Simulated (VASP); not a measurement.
All values below come from PBE0 hybrid, VASP's PBE PAW potentials (set 64) (plane waves; VASP).

VASP input:

**POSCAR**
```
CuI
1
    0.0000000000     3.0343780000     3.0343780000
    3.0343780000     0.0000000000     3.0343780000
    3.0343780000     3.0343780000     0.0000000000
Cu I
1 1
Direct
  0.0000000000   0.0000000000   0.0000000000
  0.2500000000   0.2500000000   0.2500000000
```

**KPOINTS**
```
kpoints
0
gamma
2 2 2
0 0 0
```

INCAR:
```
! general
SYSTEM   = CuI
PREC     = Accurate
ENCUT    = 300   ! plane-wave cut-off (eV)
LREAL    = .False.   ! projection in real space or not
LASPH    = .True.   ! aspherical one-centre terms
ISYM     = 3

! electronic loop
EDIFF    = 1E-6   ! SCF stop (eV)
NELM     = 100   ! most electronic steps
ALGO     = Normal
LMAXMIX  = 4

! smearing
ISMEAR   = 0
SIGMA    = 0.02

! functional
GGA      = PE   ! PBE
LHFCALC  = .True.
AEXX     = 0.25
HFRCUT   = -1
PRECFOCK = Fast

! ions
ISIF     = 2

! output
LWAVE    = .False.
LCHARG   = .False.
```

POTCAR, in this order: Cu I (PBE.64 set). Program: vasp_std.

Output of the run:

OSZICAR:
```
       N       E                     dE             d eps       ncg     rms          rms(c)
DAV:   1    -0.152253601170E+04   -0.15225E+04   -0.58906E+03    78   0.958E+02
DAV:   2    -0.161354627098E+04   -0.91010E+02   -0.85800E+02    83   0.230E+02
DAV:   3    -0.161938923954E+04   -0.58430E+01   -0.58210E+01   108   0.626E+01
DAV:   4    -0.161954373388E+04   -0.15449E+00   -0.15446E+00   107   0.111E+01
DAV:   5    -0.602297545311E+01    0.16135E+04   -0.90521E+00    93   0.679E+01    0.438E+00
DAV:   6    -0.620812631108E+01   -0.18515E+00   -0.95212E-01   103   0.158E+01    0.459E+00
DAV:   7    -0.617623565602E+01    0.31891E-01   -0.17864E-01    98   0.169E+01    0.289E+00
DAV:   8    -0.618205348121E+01   -0.58178E-02   -0.40101E-02    88   0.167E+00    0.208E+00
DAV:   9    -0.618098275556E+01    0.10707E-02   -0.61970E-03    93   0.288E+00    0.134E+00
DAV:  10    -0.618125702708E+01   -0.27427E-03   -0.11070E-03    88   0.282E-01    0.753E-01
DAV:  11    -0.618145422206E+01   -0.19719E-03   -0.36888E-04   109   0.481E-01    0.403E-01
DAV:  12    -0.618160573646E+01   -0.15151E-03   -0.10544E-04    96   0.102E-01    0.229E-01
DAV:  13    -0.618169609583E+01   -0.90359E-04   -0.43779E-05    88   0.905E-02    0.126E-01
DAV:  14    -0.618174693719E+01   -0.50841E-04   -0.15752E-05   101   0.355E-02    0.662E-02
DAV:  15    -0.618177426775E+01   -0.27331E-04   -0.81689E-06    88   0.237E-02    0.363E-02
DAV:  16    -0.618178869044E+01   -0.14423E-04   -0.39277E-06    88   0.149E-02    0.208E-02
DAV:  17    -0.618179621500E+01   -0.75246E-05   -0.19000E-06    85   0.100E-02    0.120E-02
DAV:  18    -0.618180008729E+01   -0.38723E-05   -0.94650E-07    72   0.693E-03    0.697E-03
DAV:  19    -0.618180210435E+01   -0.20171E-05   -0.49822E-07    64   0.544E-03    0.414E-03
DAV:  20    -0.618180311901E+01   -0.10147E-05   -0.27544E-07    69   0.441E-03    0.246E-03
DAV:  21    -0.618180362407E+01   -0.50506E-06   -0.14336E-07    64   0.382E-03
   1 F= -.61818036E+01 E0= -.61818036E+01  d E =-.982193E-27
```

### OUTCAR
```
------------------------ aborting loop because EDIFF is reached ----------------------------------------
  FORCE on cell =-STRESS in cart. coord.  units (eV):
  Direction    XX          YY          ZZ          XY          YZ          ZX
  --------------------------------------------------------------------------------------
  Total        1.3342870      1.3342870      1.3342870      0.0000000      0.0000000     -0.0000000
  in kB       38.2578697     38.2578697     38.2578697      0.0000000      0.0000000     -0.0000000
  external PRESSURE =      38.2578697 kB  Pullay stress =       0.0000000 kB
  volume of cell :       55.88
      direct lattice vectors                 reciprocal lattice vectors
     0.000000000  3.034378000  3.034378000    -0.164778416  0.164778416  0.164778416
     3.034378000  0.000000000  3.034378000     0.164778416 -0.164778416  0.164778416
     3.034378000  3.034378000  0.000000000     0.164778416  0.164778416 -0.164778416
  FREE ENERGIE OF THE ION-ELECTRON SYSTEM (eV)
  ---------------------------------------------------
  free  energy   TOTEN  =        -6.1818036241 eV

  energy  without entropy=       -6.1818036241  energy(sigma->0) =       -6.18180362

  exchange ACFDT corr.  =         0.00000000  see jH, gK, PRB 81, 115126
```
(Selected blocks of OUTCAR.)

At this cut-off the stress carries a Pulay error, which pulls relaxed volumes low.

The structure is a typed CuI crystal. The cell was not relaxed at this level. The k-mesh is coarse (spacing up to 0.90 per Å, 2π included), so the numbers may not be converged in it. The run is one of a series of settings (AEXX = 0.25, HFRCUT = -1, ISYM = 3, LHFCALC = .TRUE., PRECFOCK = Fast, KPOINTS 2×2×2 Γ-centred mesh against the base run), some of them coarse on purpose.
